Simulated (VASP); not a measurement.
```
CELL_PARAMETERS angstrom
      0.00000     2.05537     2.05537
      2.05537     0.00000     2.05537
      2.05537     2.05537     0.00000
ATOMIC_POSITIONS crystal
  Au 0.00000 0.00000 0.00000
```

Method: PBE GGA, VASP's PBE PAW potentials (set 64) (plane waves; VASP 6.6.1). Settings: 500 eV cut-off, 15×15×15 Γ-centred mesh, first-order Methfessel-Paxton smearing of 0.10 eV, potentials Au.

Energy and stress use the plane-wave basis of the starting cell.

**Question.** The ions, cell shape and volume at an external pressure of 10.0 GPa are relaxed. Predict the relaxed structure.

**Answer.** 
```
CELL_PARAMETERS angstrom
      0.00000     2.03658     2.03658
      2.03658     0.00000     2.03658
      2.03658     2.03658     0.00000
ATOMIC_POSITIONS crystal
  Au 0.00000 0.00000 0.00000
```
Space group Fm-3m (225), at a tolerance of 0.03 Å.

**Question.** How do energy and volume change from the first to the last step?

**Answer.** The energy (σ→0) changes by +21.7 meV/atom and the volume by -2.7 %, in 3 ionic steps.

```
step  E(σ→0) (eV)  max force (eV/Å)  pressure (GPa)  volume (Å³)
----  -----------  ----------------  --------------  -----------
1         -3.2105             0.000            4.96        17.37
2         -3.1050             0.000           21.77        16.03
3         -3.1888             0.000            9.93        16.89
```

The compound is Au in the fcc structure. This run relaxes it under an external pressure of 10 GPa. Symmetry was kept, so distortions that lower it aren't found.
